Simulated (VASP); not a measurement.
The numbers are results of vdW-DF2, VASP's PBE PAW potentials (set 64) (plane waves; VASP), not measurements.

VASP input:

### POSCAR
```
LiCl
1.0
  0.0000000000   2.5932458107   2.5932458107
  2.5932458107   0.0000000000   2.5932458107
  2.5932458107   2.5932458107   0.0000000000
Li Cl
1 1
Cartesian
  2.5932458107   5.1864916214   2.5932458107
  2.5932458107   2.5932458107   2.5932458107
```

INCAR:
```
! general
SYSTEM  =LiCl
PREC    =Accurate
ENCUT   =520   ! plane-wave cut-off (eV)
LREAL   =.FALSE.   ! projection in real space or not
LASPH   =.TRUE.

! electronic loop
EDIFF   =1E-6   ! SCF stop (eV)
NELM    =100   ! most electronic steps
ALGO    =Normal   ! blocked Davidson

! smearing
ISMEAR  =0   ! Gaussian
SIGMA   =0.05

! functional
GGA     =ML
LUSE_VDW=.TRUE.
AGGAC   =0.0
ZAB_VDW =-1.8867

! ions
IBRION  =2
NSW     =60   ! most ionic steps
ISIF    =3   ! ions, shape and volume
EDIFFG  =-0.01   ! ionic stop

! output
LWAVE   =.FALSE.
LCHARG  =.FALSE.
```

KPOINTS:
```
Automatic mesh
0
Gamma
8 8 8
0 0 0
```

POTCAR, in this order: Li_sv Cl (PBE.64 set). Program: vasp_std.

Problem. Predict the energy per atom (σ→0), band gap (on the k-mesh).

Solution. 
- energy per atom (σ→0) = -2.634 eV/atom
- band gap (on the k-mesh) = 6.25 eV

### OSZICAR
```
...
DAV:   6    -0.526557793544E+01    0.14708E+00   -0.39730E-01   563   0.395E+00    0.164E+00
DAV:   7    -0.526356699847E+01    0.20109E-02   -0.10464E-01   726   0.245E+00    0.121E+00
DAV:   8    -0.526758301509E+01   -0.40160E-02   -0.14622E-02   546   0.155E+00    0.174E-01
DAV:   9    -0.526753653666E+01    0.46478E-04   -0.12059E-03   826   0.267E-01    0.975E-02
DAV:  10    -0.526761395529E+01   -0.77419E-04   -0.19229E-04   538   0.190E-01    0.351E-02
DAV:  11    -0.526761700241E+01   -0.30471E-05   -0.74205E-06   583   0.403E-02    0.127E-02
DAV:  12    -0.526761655658E+01    0.44583E-06   -0.96040E-07   583   0.147E-02
   1 F= -.52676166E+01 E0= -.52676166E+01  d E =-.526762E+01
```

The compound is LiCl in the rock salt structure. It was relaxed first. The start is the result of an earlier pass.
